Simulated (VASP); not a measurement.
Calculation: PBE GGA, VASP's PBE PAW potentials (set 64) (plane waves; VASP 6.6.1).

The input files of a VASP run:

File POSCAR:
```
ZnS
1.0
  0.0000000000   2.7229862962   2.7229862962
  2.7229862962   0.0000000000   2.7229862962
  2.7229862962   2.7229862962   0.0000000000
Zn S
1 1
direct
  0.0000000000   0.0000000000   0.0000000000
  0.2500000000   0.2500000000   0.2500000000
```

KPOINTS:
```
Automatic mesh
0
gamma
8 8 8
0 0 0
```

### INCAR
```
# general
SYSTEM   =  ZnS
PREC     =  Normal
ENCUT    =  400
LREAL    =  F
LASPH    =  T

# electronic loop
EDIFF    =  1E-5
NELM     =  100
NELMIN   =  4
ALGO     =  Fast
LMAXMIX  =  4

# smearing
ISMEAR   =  0
SIGMA    =  0.05

# functional
GGA      =  PE

# ions
IBRION   =  2
NSW      =  20
ISIF     =  2
EDIFFG   =  -0.03

# output
LWAVE    =  F
LCHARG   =  F
```

POTCAR, in this order: Zn S (PBE.64 set). Program: vasp_std.

Problem. What does the run give for the energy per atom (σ→0), band gap (on the k-mesh)?

Solution. 
```yaml
energy per atom (σ→0): -3.426 eV/atom
band gap (on the k-mesh): 2.01 eV
```

File OSZICAR:
```
...
RMM:   7    -0.684875240547E+01    0.24394E-01   -0.27166E-01   754   0.546E+00    0.245E+00
RMM:   8    -0.685131342066E+01   -0.25610E-02   -0.51444E-02   754   0.211E+00    0.117E+00
RMM:   9    -0.685083100075E+01    0.48242E-03   -0.13938E-02   754   0.160E+00    0.276E-01
RMM:  10    -0.685084835884E+01   -0.17358E-04   -0.44191E-03   754   0.754E-01    0.914E-02
RMM:  11    -0.685100919592E+01   -0.16084E-03   -0.14557E-03   812   0.379E-01    0.101E-01
RMM:  12    -0.685102512401E+01   -0.15928E-04   -0.26894E-04   703   0.145E-01    0.240E-02
RMM:  13    -0.685102935387E+01   -0.42299E-05   -0.39573E-05   604   0.626E-02
   1 F= -.68510294E+01 E0= -.68510294E+01  d E =-.685103E+01
```

The structure comes from a computed database's ZnS entry (F-43m); how it stands against other phases isn't given here. It was relaxed first.
